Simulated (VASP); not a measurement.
An input for Ansatz (written as the equivalent of a VASP run, and not itself run):

Ansatz 0.2 input:
```yaml
crystal:
  lattice:
    - [4.4234566, 0.0000000, 0.0000000]
    - [-2.2117283, 3.8308262, 0.0000000]
    - [0.0000000, 0.0000000, 10.8187902]
  atoms:
    - { symbol: Sn, position: [0.0000000, 0.0000000, 0.5000000] }
    - { symbol: Sn, position: [0.3333330, 0.6666670, 0.1519189] }
    - { symbol: Sn, position: [0.6666670, 0.3333330, 0.8480811] }
    - { symbol: Te, position: [0.3333330, 0.6666670, 0.6741756] }
    - { symbol: Te, position: [0.6666670, 0.3333330, 0.3258244] }
    - { symbol: Se, position: [0.0000000, 0.0000000, 0.0000000] }
kpoints:
  mp_grid: { grid: [7, 7, 3] }
hamiltonian:
  xc: r2scan
  pseudopotentials: { kind: paw }
scf:
  occupations: { method: methfessel_paxton, width: 0.1 }
  max_iter: 100
relax:
  max_steps: 60
  f_tol: 0.02
  cell: {}
output: { forces: true, stress: true, eigenvalues: true }
```

Task: Translate this input to VASP (INCAR, KPOINTS, POSCAR, choice of POTCAR).

Result: This is not unique; one that fits is 
INCAR:
```
SYSTEM = Sn3Te2Se
PREC = Accurate
ENCUT = 400
EDIFF = 1E-6
NELM = 100
ALGO = Normal
LREAL = .FALSE.
LASPH = .TRUE.
ISMEAR = 1
SIGMA = 0.1
METAGGA = R2SCAN
LMIXTAU = .TRUE.
LMAXMIX = 4
LWAVE = .FALSE.
LCHARG = .FALSE.
IBRION = 2
ISIF = 3
NSW = 60
EDIFFG = -0.02
```

File KPOINTS:
```
Automatic mesh
0
Gamma
7 7 3
0 0 0
```

File POSCAR:
```
Sn3Te2Se
1
    4.4234565833    -0.0000000000     0.0000000000
   -2.2117282917     3.8308261751    -0.0000000000
    0.0000000000     0.0000000000    10.8187901744
Sn Te Se
3 2 1
Direct
  0.0000000000   0.0000000000   0.5000000000
  0.3333330000   0.6666670000   0.1519188934
  0.6666670000   0.3333330000   0.8480811066
  0.3333330000   0.6666670000   0.6741755935
  0.6666670000   0.3333330000   0.3258244065
  0.0000000000   0.0000000000   0.0000000000
```

POTCAR, in this order: Sn_d Te Se (PBE.64 set). Program: vasp_std.

The two are equivalent in intent, not identical: each code has its own PAW files, so the cut-off isn't converted (ENCUT is set for VASP's; basis.ecutwfc is left out, and Ansatz then takes the one that its files recommend); Ansatz stops its SCF on the density residual and VASP on the energy change (EDIFF).

The structure comes from a computed database's Sn3Te2Se entry (P-3m1); how it stands against other phases isn't given here. This run relaxes it. Symmetry was kept, so distortions that lower it aren't found. The start is the result of an earlier pass.
